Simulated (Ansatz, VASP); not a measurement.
## H66C3SNO32F3 in two plane-wave programs

Aim: how closely do two programs agree when they are given the same cell, functional and k mesh? Of the first pair: The structure shown is the start of the Ansatz relaxation below; VASP solves that cell, so the two are compared at the walk's first step.

Method: plane waves, with VASP 6.6.1 beside it; single point at LDA, in Ansatz 0.2.0.

## 1. Set-up

The cell holds 212 atoms: 6 C, 2 N, 132 H, 2 S, 64 O and 6 F. Cell: a = 12.971 Å, b = 12.971 Å, c = 12.971 Å, α = 90.0°, β = 90.0°, γ = 90.0°.

## 2. Ansatz: relaxation, LDA

Ansatz runs on its default PAW (the set named soft_2) files.

The two programs are compared at the cell with which this relaxation starts, whose forces are those of its first step.

File input.yaml:

```yaml
crystal:
  lattice:
    - [12.97113, 0.0, 0.0]
    - [0.0, 12.97113, 0.0]
    - [0.0, 0.0, 12.97113]
  atoms:
    - { symbol: C, position: [0.57962, 0.3039, 0.62126] }
    - { symbol: "N", position: [0.63862, 0.39884, 0.60768] }
    - { symbol: C, position: [0.60528, 0.49824, 0.65852] }
    - { symbol: C, position: [0.74532, 0.37956, 0.64382] }
    - { symbol: C, position: [0.6377, 0.419, 0.49175] }
    - { symbol: H, position: [0.55686, 0.30428, 0.70396] }
    - { symbol: H, position: [0.50707, 0.31128, 0.5748] }
    - { symbol: H, position: [0.62479, 0.23237, 0.61007] }
    - { symbol: H, position: [0.51986, 0.50506, 0.66246] }
    - { symbol: H, position: [0.62879, 0.50318, 0.73533] }
    - { symbol: H, position: [0.63662, 0.56179, 0.61408] }
    - { symbol: H, position: [0.78212, 0.31692, 0.60569] }
    - { symbol: H, position: [0.78587, 0.45047, 0.62279] }
    - { symbol: H, position: [0.73321, 0.37089, 0.72574] }
    - { symbol: H, position: [0.5592, 0.43733, 0.46401] }
    - { symbol: H, position: [0.66805, 0.34983, 0.45313] }
    - { symbol: H, position: [0.69954, 0.47298, 0.48053] }
    - { symbol: "N", position: [0.94179, 0.70323, 0.82113] }
    - { symbol: S, position: [0.97137, 0.69821, 0.93618] }
    - { symbol: O, position: [0.89686, 0.64975, 0.00164] }
    - { symbol: O, position: [0.07398, 0.66159, 0.95482] }
    - { symbol: C, position: [0.96713, 0.83195, 0.96464] }
    - { symbol: F, position: [0.01619, 0.85493, 0.05338] }
    - { symbol: F, position: [0.01485, 0.89431, 0.89164] }
    - { symbol: F, position: [0.87036, 0.85829, 0.98368] }
    - { symbol: S, position: [0.92598, 0.60058, 0.75519] }
    - { symbol: O, position: [0.83893, 0.53734, 0.7884] }
    - { symbol: O, position: [0.926, 0.62105, 0.64673] }
    - { symbol: C, position: [0.05024, 0.52503, 0.7774] }
    - { symbol: F, position: [0.06274, 0.44209, 0.71476] }
    - { symbol: F, position: [0.05517, 0.49468, 0.87649] }
    - { symbol: F, position: [0.13592, 0.58733, 0.76496] }
    - { symbol: O, position: [0.12632, 0.9788, 0.31036] }
    - { symbol: H, position: [0.08186, 0.99164, 0.2487] }
    - { symbol: H, position: [0.10453, 0.91322, 0.34454] }
    - { symbol: O, position: [0.7412, 0.05044, 0.88746] }
    - { symbol: H, position: [0.70149, 0.11581, 0.89712] }
    - { symbol: H, position: [0.7114, 0.99539, 0.93247] }
    - { symbol: O, position: [0.26596, 0.81361, 0.75649] }
    - { symbol: H, position: [0.34004, 0.81317, 0.73513] }
    - { symbol: H, position: [0.22813, 0.86789, 0.71692] }
    - { symbol: O, position: [0.09572, 0.55955, 0.39049] }
    - { symbol: H, position: [0.03475, 0.59673, 0.41952] }
    - { symbol: H, position: [0.10982, 0.5851, 0.31913] }
    - { symbol: O, position: [0.37942, 0.10777, 0.92992] }
    - { symbol: H, position: [0.36714, 0.18387, 0.92896] }
    - { symbol: H, position: [0.31546, 0.07113, 0.90734] }
    - { symbol: O, position: [0.77941, 0.05874, 0.17694] }
    - { symbol: H, position: [0.72062, 0.10854, 0.17953] }
    - { symbol: H, position: [0.75998, 0.99408, 0.21416] }
    - { symbol: O, position: [0.65005, 0.91914, 0.5427] }
    - { symbol: H, position: [0.67367, 0.94143, 0.61262] }
    - { symbol: H, position: [0.5827, 0.95292, 0.52636] }
    - { symbol: O, position: [0.36446, 0.46431, 0.35614] }
    - { symbol: H, position: [0.34124, 0.46795, 0.28272] }
    - { symbol: H, position: [0.39897, 0.53048, 0.37549] }
    - { symbol: O, position: [0.16331, 0.27027, 0.79961] }
    - { symbol: H, position: [0.09931, 0.27206, 0.75666] }
    - { symbol: H, position: [0.21702, 0.31536, 0.76758] }
    - { symbol: O, position: [0.28797, 0.22772, 0.14304] }
[... 2 lines left out ...]
    - { symbol: O, position: [0.18268, 0.99454, 0.6575] }
[... 2 lines left out ...]
    - { symbol: O, position: [0.86844, 0.28446, 0.36298] }
[... 2 lines left out ...]
    - { symbol: O, position: [0.6294, 0.52741, 0.25453] }
[... 2 lines left out ...]
    - { symbol: O, position: [0.501, 0.76572, 0.88649] }
[... 2 lines left out ...]
    - { symbol: O, position: [0.06163, 0.80144, 0.38715] }
[... 2 lines left out ...]
    - { symbol: O, position: [0.50974, 0.03717, 0.74339] }
[... 2 lines left out ...]
    - { symbol: O, position: [0.82445, 0.49102, 0.29015] }
[... 2 lines left out ...]
    - { symbol: O, position: [0.50395, 0.38169, 0.1581] }
[... 2 lines left out ...]
    - { symbol: O, position: [0.20259, 0.09681, 0.46364] }
[... 2 lines left out ...]
    - { symbol: O, position: [0.53862, 0.53698, 0.98804] }
[... 2 lines left out ...]
    - { symbol: O, position: [0.15749, 0.46402, 0.03053] }
[... 2 lines left out ...]
    - { symbol: O, position: [0.88271, 0.09434, 0.45779] }
[... 2 lines left out ...]
    - { symbol: O, position: [0.7056, 0.24015, 0.99773] }
[... 2 lines left out ...]
    - { symbol: O, position: [0.36766, 0.71524, 0.09535] }
[... 2 lines left out ...]
    - { symbol: O, position: [0.71303, 0.84699, 0.21289] }
[... 2 lines left out ...]
    - { symbol: O, position: [0.97208, 0.18226, 0.69812] }
[... 80 lines left out ...]
    - { symbol: O, position: [0.25877, 0.67895, 0.91158] }
[... 2 lines left out ...]
    - { symbol: O, position: [0.88241, 0.30931, 0.85496] }
[... 2 lines left out ...]
    - { symbol: O, position: [0.19118, 0.07116, 0.84662] }
[... 2 lines left out ...]
    - { symbol: O, position: [0.97704, 0.68378, 0.23832] }
[... 2 lines left out ...]
    - { symbol: O, position: [0.7626, 0.7973, 0.39897] }
    - { symbol: H, position: [0.71729, 0.83241, 0.45052] }
    - { symbol: H, position: [0.7408, 0.81729, 0.32777] }
    - { symbol: O, position: [0.70713, 0.68319, 0.02502] }
    - { symbol: H, position: [0.78244, 0.66725, 0.02089] }
    - { symbol: H, position: [0.66655, 0.61849, 0.01452] }
    - { symbol: O, position: [0.29354, 0.89359, 0.18689] }
    - { symbol: H, position: [0.27815, 0.87299, 0.25957] }
    - { symbol: H, position: [0.25146, 0.95545, 0.16826] }
    - { symbol: O, position: [0.57826, 0.16809, 0.19743] }
    - { symbol: H, position: [0.57121, 0.16963, 0.27419] }
    - { symbol: H, position: [0.56244, 0.0972, 0.17159] }
kpoints:
  mp_grid: { grid: [1, 1, 1] }
hamiltonian:
  xc: lda
scf:
  occupations: { method: fixed }
output:
  forces: true
relax:
  f_tol: 0.06
  max_steps: 150
```

Launch:

```
> ansatz run input.yaml --threads 4 --pin off --max-ram 8192MiB --backend cpu --events-out ev --progress --plain --runs-dir out
```

Numbers of over 12 decimals in the logs are rounded to 6 here.

Output:

```text
Engine: ansatz 0.2.0, aarch64-unknown-linux-gnu
Pseudopotentials: kind: paw
Pseudopotential: C, paw, valence charge 4, recommended cutoff 420 eV (normal), C.paw.azcp
Pseudopotential: N, paw, valence charge 5, recommended cutoff 420 eV (normal), N.paw.azcp
Pseudopotential: H, paw, valence charge 1, recommended cutoff 420 eV (normal), H.paw.azcp
Pseudopotential: S, paw, valence charge 6, recommended cutoff 420 eV (normal), S.paw.azcp
Pseudopotential: O, paw, valence charge 6, recommended cutoff 420 eV (normal), O.paw.azcp
Pseudopotential: F, paw, valence charge 7, recommended cutoff 420 eV (normal), F.paw.azcp
Functional definition: SPW92
  exchange = slater_x
  correlation = pw_c
Crystal: 212 atoms, lattice volume = 2182.395 Å³
Basis set: ecut = 420 eV, 42691 PW (Γ)
Bands: 514, of which v1, the nominal top of the filled ones, is band 302 counted from 1 (301 counted from 0)
Symmetry: 1 space group operations
Space group: P1 (ITA 1), of the structure as read, at distance tolerance 1.3e-4 Å
k-points: 1
Non-local potential: C, projectors of the file, l = 0: 2, l = 1: 2, l = 2: 1
Non-local potential: N, projectors of the file, l = 0: 2, l = 1: 2, l = 2: 1
Non-local potential: H, projectors of the file, l = 0: 2, l = 1: 1
Non-local potential: S, projectors of the file, l = 0: 2, l = 1: 2, l = 2: 2
Non-local potential: O, projectors of the file, l = 0: 2, l = 1: 2, l = 2: 1
Non-local potential: F, projectors of the file, l = 0: 2, l = 1: 2, l = 2: 1
PAW form: soft (Blöchl's): semilocal exchange-correlation on the pseudo side does not see the compensation charge
PAW frozen core: C, regenerated for the run's functional, and the local potential with it (the file was generated under x = pbe(κ = 0.804, μ = 0.219515), c = pbe(β = 0.066725))
PAW frozen core: N, regenerated for the run's functional, and the local potential with it (the file was generated under x = pbe(κ = 0.804, μ = 0.219515), c = pbe(β = 0.066725))
PAW frozen core: S, regenerated for the run's functional, and the local potential with it (the file was generated under x = pbe(κ = 0.804, μ = 0.219515), c = pbe(β = 0.066725))
PAW frozen core: O, regenerated for the run's functional, and the local potential with it (the file was generated under x = pbe(κ = 0.804, μ = 0.219515), c = pbe(β = 0.066725))
PAW frozen core: F, regenerated for the run's functional, and the local potential with it (the file was generated under x = pbe(κ = 0.804, μ = 0.219515), c = pbe(β = 0.066725))
PAW one-centre angular grid: C, 110 points (default); XC on 64 Gauss nodes
PAW one-centre angular grid: N, 110 points (default); XC on 64 Gauss nodes
PAW one-centre angular grid: H, 110 points (default); XC on 64 Gauss nodes
PAW one-centre angular grid: S, 110 points (default); XC on 64 Gauss nodes
PAW one-centre angular grid: O, 110 points (default); XC on 64 Gauss nodes
PAW one-centre angular grid: F, 110 points (default); XC on 64 Gauss nodes
Initial density: superposition of atomic densities (neutral atoms: chi_scale 0, normalization atom), corrected by the library's trained network
Initial wavefunctions: pseudopotential atomic-orbital guess
Functional: x = slater, c = lda
SCF iter   1: F=—  HF=-46317.712112 eV  |F-HF|=—  |Δ(HF+E_count)|=         —  Δρ=8.27e-3  dr2=1.11e0  ethr=1.77e-3  ⟨swp⟩=5.0  Hψ=1649  notcnv=0  defer=207
preconditioner: auto → Resta (q_TF=auto, 2.202 Å⁻¹)  ε∞=2.3  [insulator: Δε(μ)=3.782 eV  Ē_g=17.084 eV  n_scr=388 (ndim 8)  ℏωp=19.3 eV  f_vac=0.285  ε∞_Penn≈2.3]
SCF iter   2: F=—  HF=-46317.388783 eV  |F-HF|=—  |Δ(HF+E_count)|=   3.23e-1  Δρ=3.91e-3  dr2=2.25e-1  ethr=1.84e-4  ⟨swp⟩=2.0  Hψ=823  notcnv=0  defer=210
SCF iter   3: F=—  HF=-46317.319156 eV  |F-HF|=—  |Δ(HF+E_count)|=   6.96e-2  Δρ=1.62e-3  dr2=5.81e-2  ethr=3.73e-5  ⟨swp⟩=3.0  Hψ=615  notcnv=0  defer=91
automatic band count: iteration 3 solves 395 bands in place of 514: the levels show a gap, and the empty bands left out lie too high to hold charge; the band table lists the bands solved (type scf.n_extra_bands for more)
SCF iter   4: F=—  HF=-46317.303558 eV  |F-HF|=—  |Δ(HF+E_count)|=   1.56e-2  Δρ=4.07e-4  dr2=4.33e-3  ethr=9.62e-6  ⟨swp⟩=3.0  Hψ=704  notcnv=0  defer=91
SCF iter   5: F=—  HF=-46317.303224 eV  |F-HF|=—  |Δ(HF+E_count)|=   3.34e-4  Δρ=2.39e-4  dr2=1.30e-3  ethr=7.17e-7  ⟨swp⟩=3.0  Hψ=605  notcnv=0  defer=91
SCF iter   6: F=—  HF=-46317.303138 eV  |F-HF|=—  |Δ(HF+E_count)|=   8.54e-5  Δρ=1.05e-4  dr2=2.48e-4  ethr=2.15e-7  ⟨swp⟩=3.0  Hψ=685  notcnv=0  defer=91
SCF iter   7: F=-46317.303138 eV  HF=-46317.303136 eV  |F-HF|=1.98e-6  |Δ(HF+E_count)|=   2.46e-6  Δρ=2.77e-5  dr2=1.72e-5  ethr=1.49e-8  ⟨swp⟩=3.0  Hψ=1456  notcnv=0
SCF 1 converged in 7 iterations: F = -46317.303138 eV  dr2 = 1.72e-5
[...]
- { symbol: H, position: [0.863572, 0.823538, 0.250681] }
    - { symbol: H, position: [0.747595, 0.854631, 0.220420] }
    - { symbol: O, position: [0.975676, 0.177349, 0.678498] }
    - { symbol: H, position: [0.998657, 0.101599, 0.684178] }
    - { symbol: H, position: [0.00719221, 0.202073, 0.610520] }
    - { symbol: O, position: [0.470153, 1.022600, 0.067556] }
    - { symbol: H, position: [0.414897, 0.978309, 0.098838] }
    - { symbol: H, position: [0.430958, 0.075374, 0.024665] }
    - { symbol: O, position: [0.052300, 0.231887, 0.496126] }
    - { symbol: H, position: [0.091840, 0.298212, 0.504672] }
    - { symbol: H, position: [0.106387, 0.182569, 0.466389] }
    - { symbol: O, position: [0.189138, 0.726574, 0.534297] }
    - { symbol: H, position: [0.157398, 0.777305, 0.485443] }
    - { symbol: H, position: [0.211366, 0.759554, 0.600899] }
    - { symbol: O, position: [0.857519, 0.619319, 0.476304] }
    - { symbol: H, position: [0.828483, 0.692511, 0.467628] }
    - { symbol: H, position: [0.861491, 0.609269, 0.551366] }
    - { symbol: O, position: [0.634452, 0.271395, 0.835932] }
    - { symbol: H, position: [0.711043, 0.278088, 0.816091] }
    - { symbol: H, position: [0.640959, 0.234871, 0.904622] }
    - { symbol: O, position: [0.345862, 0.256800, 0.348283] }
    - { symbol: H, position: [0.341204, 0.330541, 0.369445] }
    - { symbol: H, position: [0.308603, 0.248376, 0.278783] }
    - { symbol: O, position: [0.541631, 0.056158, 0.527112] }
    - { symbol: H, position: [0.544443, 0.099093, 0.595612] }
    - { symbol: H, position: [0.470080, 1.033413, 0.523461] }
    - { symbol: O, position: [0.534044, 0.184349, 0.358300] }
    - { symbol: H, position: [0.459927, 0.209964, 0.355613] }
    - { symbol: H, position: [0.540409, 0.135113, 0.417387] }
    - { symbol: O, position: [0.870435, 0.949648, 0.804909] }
    - { symbol: H, position: [0.818358, 0.905807, 0.768864] }
    - { symbol: H, position: [0.835080, 0.983862, 0.864488] }
    - { symbol: O, position: [1.025679, 0.984638, 0.695089] }
    - { symbol: H, position: [1.003599, 0.950447, 0.628596] }
    - { symbol: H, position: [0.965524, 0.968693, 0.746361] }
    - { symbol: O, position: [0.865483, 0.289285, 0.016864] }
[...]
- { symbol: O, position: [0.290409, 0.340939, 1.003188] }
[...]
- { symbol: O, position: [0.604748, 0.891586, 0.984836] }
[...]
- { symbol: O, position: [0.348828, 0.459382, 0.846903] }
[...]
- { symbol: O, position: [0.335842, 0.148114, 0.749561] }
[...]
- { symbol: O, position: [0.947896, 0.922072, 0.515813] }
[...]
- { symbol: O, position: [0.473486, 0.758748, 0.642569] }
[...]
- { symbol: O, position: [0.581100, 0.709568, 0.077434] }
[...]
- { symbol: O, position: [0.914957, 0.107436, 0.091951] }
[...]
- { symbol: O, position: [0.339570, 0.521652, 0.179422] }
[...]
- { symbol: O, position: [0.247829, 0.332420, 0.715989] }
[...]
- { symbol: O, position: [0.170234, 0.400905, 0.533136] }
[...]
- { symbol: O, position: [0.740358, 0.821911, 0.711215] }
[...]
- { symbol: O, position: [0.303516, 0.663791, 0.876500] }
[...]
- { symbol: O, position: [0.831547, 0.285904, 0.807693] }
[...]
- { symbol: O, position: [0.173050, 0.078979, 0.929523] }
[...]
- { symbol: O, position: [0.944224, 0.737917, 0.247396] }
[...]
- { symbol: O, position: [0.787166, 0.804414, 0.456263] }
    - { symbol: H, position: [0.719839, 0.829083, 0.488759] }
    - { symbol: H, position: [0.787325, 0.832425, 0.383806] }
    - { symbol: O, position: [0.631396, 0.603931, -0.087437] }
    - { symbol: H, position: [0.705650, 0.590640, -0.100508] }
    - { symbol: H, position: [0.594867, 0.533107, -0.091774] }
    - { symbol: O, position: [0.313187, 0.896018, 0.127021] }
    - { symbol: H, position: [0.270133, 0.918522, 0.191112] }
    - { symbol: H, position: [0.267384, 0.912597, 0.069617] }
    - { symbol: O, position: [0.608163, 0.125016, 0.186392] }
    - { symbol: H, position: [0.575084, 0.149215, 0.255345] }
    - { symbol: H, position: [0.555482, 0.081353, 0.149674] }
```

## 3. VASP: single point, LDA, start cell, pair 1

The same cell, functional (in two slightly different forms) and mesh now go to VASP, with its own data sets.

Lines of VASP's logs that name or quote its potential files are left out, and so is its time.

File INCAR:

```
SYSTEM = H66C3SNO32F3
PREC = Accurate
ENCUT = 520
EDIFF = 1E-06
NELM = 120
ISMEAR = 0
SIGMA = 0.01
LREAL = Auto
ALGO = Normal
GGA = PW92
NBANDS = 450
LORBIT = 11
LWAVE = .FALSE.
LCHARG = .FALSE.
ISIF = 2
LASPH = .TRUE.
GGA_COMPAT = .FALSE.
EFERMI = MIDGAP
```

File POSCAR:

```
H66C3SNO32F3
1.0
   12.9711300000      0.0000000000      0.0000000000
    0.0000000000     12.9711300000      0.0000000000
    0.0000000000      0.0000000000     12.9711300000
C N H S O F
6 2 132 2 64 6
Direct
    0.5796179670      0.3038979642      0.6212565906
    0.6052826546      0.4982372392      0.6585162588
    0.7453167149      0.3795582960      0.6438220880
    0.6377008017      0.4189997325      0.4917536097
    0.9671323932      0.8319475636      0.9646422478
    0.0502423459      0.5250275034      0.7774033565
    0.6386182237      0.3988395768      0.6076802869
    0.9417915016      0.7032309444      0.8211312353
    0.5568597339      0.3042834356      0.7039633401
    0.5070722443      0.3112835967      0.5747995741
    0.6247875089      0.2323698860      0.6100702098
    0.5198621863      0.5050600834      0.6624634862
    0.6287887023      0.5031789829      0.7353330049
    0.6366214817      0.5617937682      0.6140791126
    0.7821215268      0.3169191890      0.6056912543
    0.7858683091      0.4504696198      0.6227907669
    0.7332129121      0.3708928983      0.7257424758
    0.5592034002      0.4373327536      0.4640073764
    0.6680528219      0.3498307395      0.4531293727
    0.6995381281      0.4729811512      0.4805286818
    0.0818587124      0.9916406666      0.2486984557
    0.1045321418      0.9132203594      0.3445420715
    0.7014886136      0.1158110357      0.8971230725
    0.7114029387      0.9953874489      0.9324708025
    0.3400397652      0.8131673956      0.7351325598
    0.2281297003      0.8678889195      0.7169228895
    0.0347463945      0.5967328984      0.4195162642
    0.1098208098      0.5850993707      0.3191317950
    0.3671384066      0.1838698710      0.9289630125
    0.3154621070      0.0711271878      0.9073380654
[... 176 atom lines left out ...]
    0.0161898000      0.8549293701      0.0533800833
    0.0148483594      0.8943091311      0.8916416688
    0.8703636460      0.8582906809      0.9836768269
    0.0627393296      0.4420894710      0.7147565401
    0.0551686707      0.4946831926      0.8764926417
    0.1359172254      0.5873273955      0.7649603388
```

File KPOINTS:

```
Automatic mesh
0
Gamma
1 1 1
0 0 0
```

Potentials, in the order of the species: C, N, H, S, O and F (LDA family, release 64).

Launch:

```
> export OMP_NUM_THREADS=3
> mpirun -np 1 vasp_gam
```

Output:

```text
[banner, memory and clock lines left out]
running    1 mpi-ranks, on    1 nodes
[...]
Offloading initialized ...    1 GPUs detected
[...]
|                                                                             |
|               ----> ADVICE to this user running VASP <----                  |
|                                                                             |
|     You enforced a specific xc type in the INCAR file but a different       |
|     [... a line on the potential file left out ...]
|     I HOPE YOU KNOW WHAT YOU ARE DOING!                                     |
|                                                                             |

 LDA part: xc-table for (Slater(with rela. corr.)+PW92), standard interpolation
 POSCAR, INCAR and KPOINTS ok, starting setup
[...]
entering main loop
       N       E                     dE             d eps       ncg     rms          rms(c)
DAV:   1     0.470718796837E+04    0.47072E+04   -0.33407E+05   948   0.126E+03
DAV:   2    -0.721773866507E+03   -0.54290E+04   -0.51822E+04  1110   0.311E+02
DAV:   3    -0.122485630101E+04   -0.50308E+03   -0.49923E+03  1112   0.977E+01
DAV:   4    -0.123358756794E+04   -0.87313E+01   -0.87025E+01  1104   0.142E+01
[...]
DAV:  17    -0.111791557371E+04    0.46940E-06   -0.11769E-04  1112   0.274E-02    0.966E-03
DAV:  18    -0.111791558082E+04   -0.71152E-05   -0.33568E-05  1056   0.125E-02    0.874E-03
DAV:  19    -0.111791558053E+04    0.28936E-06   -0.64631E-06  1088   0.672E-03
   1 F= -.11179156E+04 E0= -.11179156E+04  d E =0.000000E+00
```

From OUTCAR (step 3):

```text
  FREE ENERGIE OF THE ION-ELECTRON SYSTEM (eV)
  ---------------------------------------------------
  free  energy   TOTEN  =     -1117.9155805338 eV

  energy  without entropy=    -1117.9155805338  energy(sigma->0) =    -1117.91558053
```

The run ends at a pressure of -2.89 GPa, with forces up to 4.0 eV/Å.

## 4. Comparison

Known differences besides the potentials themselves: the two LDA forms differ slightly; fixed occupations in Ansatz, narrow Gaussian smearing in VASP; the cutoff is 420 eV in Ansatz and 520 eV in VASP (PREC = Accurate, projectors in real space); VASP's log shows a relativistic correction to its local exchange, Ansatz's none. Total energies have different zeros and are not compared.

Forces on 9 of the 212 atoms, those with the largest forces and the largest differences (eV/Å; atoms numbered as in POSCAR):

```csv
atom,"Ansatz x, y, z","VASP x, y, z"
C1,"-1.780, 0.637, 1.681","-1.808, 0.595, 1.677"
C2,"-1.832, -1.093, -1.546","-1.828, -1.074, -1.516"
C5,"1.198, 4.208, 0.745","1.278, 3.753, 0.496"
C6,"2.290, -0.506, -0.559","1.921, -0.291, -0.689"
N7,"0.707, 0.313, -2.182","0.700, 0.331, -2.185"
F207,"0.125, -1.206, -0.569","0.350, -1.115, -0.166"
F208,"-1.586, -1.951, 1.270","-1.411, -1.741, 1.005"
F209,"-0.085, -0.208, -0.778","-0.570, -0.098, -0.686"
F212,"-2.067, -0.971, -0.301","-1.746, -0.727, -0.347"
```

The forces differ by 94 meV/Å r.m.s., which is 17.3 % of the r.m.s. force of 0.540 eV/Å (both taken over all components).

[end of part 1 of 2]

[Lines on the potential files, build, host, timing and source positions are cut from VASP's logs without a mark.]

[Logs are printed without paths, hosts, clocks, repeated set-up lines and the standing remarks that a program may print on its own settings, such as how far it seeks lower states.]

[Hosts, paths, dates, database ids (printed as entryN), source tags and the programs' standing remarks are cut or masked in the printed files.]
